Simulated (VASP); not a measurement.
These are PBE GGA, VASP's PBE PAW potentials (set 64) (plane waves; VASP) values and carry that method's errors.

VASP ran on this input.

**KPOINTS**
```
Automatic mesh
0
Gamma
6 6 4
0 0 0
```

INCAR:
```
SYSTEM = PtSe2
PREC = Accurate
ENCUT = 450
EDIFF = 1E-6
NELM = 100
ALGO = Normal
LREAL = .FALSE.
LASPH = .TRUE.
ISMEAR = 0
SIGMA = 0.05
GGA = PE
LMAXMIX = 6
LWAVE = .FALSE.
LCHARG = .FALSE.
ISIF = 2
```

### POSCAR
```
PtSe2
1
    1.8650000000    -3.2302750000     0.0000000000
    1.8650000000     3.2302750000     0.0000000000
    0.0000000000     0.0000000000     5.0800000000
Pt Se
1 2
Direct
  0.0000000000   0.0000000000   0.0000000000
  0.3333330000   0.6666670000   0.2550000000
  0.6666670000   0.3333330000   0.7450000000
```

POTCAR, in this order: Pt Se (PBE.64 set). Program: vasp_std.

The resulting files:

OSZICAR:
```
       N       E                     dE             d eps       ncg     rms          rms(c)
DAV:   1     0.104908974711E+03    0.10491E+03   -0.94293E+03   736   0.114E+03
DAV:   2    -0.105845040761E+02   -0.11549E+03   -0.11275E+03   909   0.222E+02
DAV:   3    -0.149594169599E+02   -0.43749E+01   -0.43453E+01   895   0.464E+01
DAV:   4    -0.149927291218E+02   -0.33312E-01   -0.33306E-01   895   0.435E+00
DAV:   5    -0.149930998728E+02   -0.37075E-03   -0.37075E-03   895   0.437E-01    0.128E+01
DAV:   6    -0.144420803604E+02    0.55102E+00   -0.50731E+00   734   0.220E+01    0.788E+00
DAV:   7    -0.142390982754E+02    0.20298E+00   -0.95553E-01   734   0.104E+01    0.387E+00
DAV:   8    -0.142216688997E+02    0.17429E-01   -0.62810E-02   762   0.190E+00    0.880E-01
DAV:   9    -0.142189655977E+02    0.27033E-02   -0.93860E-03   874   0.104E+00    0.203E-01
DAV:  10    -0.142191251543E+02   -0.15956E-03   -0.11514E-03   790   0.307E-01    0.548E-02
DAV:  11    -0.142191288536E+02   -0.36993E-05   -0.16806E-04   888   0.136E-01    0.168E-02
DAV:  12    -0.142191289123E+02   -0.58687E-07   -0.25672E-05   797   0.435E-02    0.648E-03
DAV:  13    -0.142191297349E+02   -0.82264E-06   -0.19129E-06   867   0.118E-02
   1 F= -.14219130E+02 E0= -.14217821E+02  d E =-.261727E-02
```

File OUTCAR:
```
------------------------ aborting loop because EDIFF is reached ----------------------------------------
  FORCE on cell =-STRESS in cart. coord.  units (eV):
  Direction    XX          YY          ZZ          XY          YZ          ZX
  --------------------------------------------------------------------------------------
  Total        2.0930704      2.0930707      1.3350732      0.0000000      0.0000000      0.0000000
  in kB       54.7876123     54.7876205     34.9464953      0.0000000      0.0000000      0.0000000
  external PRESSURE =      48.1739094 kB  Pullay stress =       0.0000000 kB
  volume of cell :       61.21
      direct lattice vectors                 reciprocal lattice vectors
     1.865000000 -3.230275000  0.000000000     0.268096515 -0.154785583  0.000000000
     1.865000000  3.230275000  0.000000000     0.268096515  0.154785583  0.000000000
     0.000000000  0.000000000  5.080000000     0.000000000  0.000000000  0.196850394
 POSITION                                       TOTAL-FORCE (eV/Angst)
 -----------------------------------------------------------------------------------
      0.00000      0.00000      0.00000         0.000000      0.000000      0.000000
      1.86500      1.07676      1.29540         0.000000     -0.000000      0.202476
      1.86500     -1.07676      3.78460        -0.000000      0.000000     -0.202476
 -----------------------------------------------------------------------------------
    total drift:                                0.000000     -0.000000      0.000000
  FREE ENERGIE OF THE ION-ELECTRON SYSTEM (eV)
  ---------------------------------------------------
  free  energy   TOTEN  =       -14.2191297349 eV

  energy  without entropy=      -14.2165124620  energy(sigma->0) =      -14.21782110
```
(Selected blocks of OUTCAR.)

The compound is PtSe2 in the 1T layered structure. The cell was not relaxed at this level. The k-mesh is coarse (spacing up to 0.32 per Å, 2π included), so the numbers may not be converged in it. The run is one of a series of settings (ENCUT = 450 against the base run), some of them coarse on purpose.
